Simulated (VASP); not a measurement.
**InSbO2: relaxation of cell and atoms with PBE**

The system is InSbO2.

```
In Sb O
1.0
     3.85000    0.00000    0.00000
     0.00000    3.85000    0.00000
     0.00000    0.00000    4.75000
In Sb O
1 1 2
Direct
  0.00000 0.00000 0.28000
  0.50000 0.50000 0.79000
  0.00000 0.50000 0.00000
  0.50000 0.00000 0.00000
```

The cell was built by a generator and needn't be a form met in nature.

```yaml
Program: VASP 6.6.1
Task: relaxation of cell and atoms
Functional: PBE
Potentials_or_basis: VASP PAW PBE potentials, release 64 (In_d, Sb, O)
Cutoff: 520 eV
k_mesh: 4 × 4 × 3
Occupations: gaussian, width 0.15 eV
Spin: no spin polarisation
Further_INCAR_settings: PREC = Normal; ALGO = Fast; EDIFF = 0.0001; IBRION = 2; EDIFFG = -0.08; NSW = 24; ISIF = 3
```

| Property | Result |
| --- | --- |
| Relaxed volume | 18.24 Å³/atom |
| Relaxed cell | a = 3.813 Å, b = 3.813 Å, c = 5.016 Å, α = 90.00°, β = 90.00°, γ = 90.00° |
| Space group after relaxing (to 0.05 Å) | P4mm (No. 99) |
| Energy gained by relaxing | 11.1 meV/atom |
| Ionic steps | 9 |
| Pressure after relaxing | -0.3 GPa |
| Largest force after relaxing | 0.029 eV/Å |
| Band gap on the k mesh | 0.49 eV, direct |

Forces on the atoms (eV/Å):
```
In   0.000  0.000 -0.029
Sb   0.000  0.000  0.012
O    0.000  0.000  0.009
O    0.000  0.000  0.009
```

Stress tensor (GPa, compression positive):
```
-0.59  0.00  0.00
 0.00 -0.59  0.00
 0.00  0.00  0.28
```

The path:
| step | energy change (eV) | largest force (eV/Å) | pressure (GPa) | volume (Å³) |
| --- | --- | --- | --- | --- |
| 1 | 0.0000 | 0.3217 | 0.44 | 70.41 |
| 2 | -0.0246 | 0.2004 | -0.43 | 70.89 |
| 3 | -0.0271 | 0.4243 | -1.01 | 71.10 |
| 4 | -0.0332 | 0.1085 | 0.95 | 70.18 |
| 5 | -0.0348 | 0.1956 | 0.52 | 70.47 |
| 6 | -0.0389 | 0.0949 | 0.58 | 70.96 |
| 7 | -0.0422 | 0.2094 | 0.35 | 72.45 |
| 8 | -0.0426 | 0.1059 | 0.32 | 72.09 |
| 9 | -0.0445 | 0.0290 | -0.30 | 72.95 |

Final structure:
```
In Sb O
1.0
     3.81342    0.00000    0.00000
     0.00000    3.81342    0.00000
     0.00000    0.00000    5.01622
In Sb O
1 1 2
Direct
  0.00000 0.00000 0.28058
  0.50000 0.50000 0.79642
  0.00000 0.50000 0.99650
  0.50000 0.00000 0.99650
```

Levels at points of the mesh, in eV from the valence-band top:
| k point | band 11 | band 12 | band 13 | band 14 | band 15 | band 16 | band 17 | band 18 | band 19 |
| --- | --- | --- | --- | --- | --- | --- | --- | --- | --- |
| (0.00, 0.00, 0.00) | -5.51 | -3.01 | -2.49 | -2.49 | -0.60 | 1.94 | 4.37 | 4.37 | 5.60 |
| (0.50, 0.00, 0.00) | -4.65 | -4.62 | -3.47 | -2.92 | -1.56 | 2.64 | 3.86 | 4.57 | 4.88 |
| (0.50, 0.50, 0.00) | -4.64 | -3.17 | -2.61 | -1.51 | 0.00 | 0.49 | 0.49 | 4.54 | 4.99 |

Run time: 34 s on 2 MPI ranks on Intel(R) Xeon(R) Platinum 8259CL CPU @ 2.50GHz (Skylake/Cascade Lake), on a shared host, peak memory 0.15 GiB a rank.

Caveat: the k mesh is coarse (spacing up to 0.44 Å⁻¹), so the values aren't converged; spin-orbit coupling is left out, which moves the levels of the heavy elements; an odd mesh through Γ misses points on the zone boundary, where band edges often lie; the relaxation stopped at a loose force limit of 0.08 eV/Å, so its end isn't a converged minimum. Expect the measured gap to be larger: semilocal functionals such as PBE lack the derivative discontinuity.
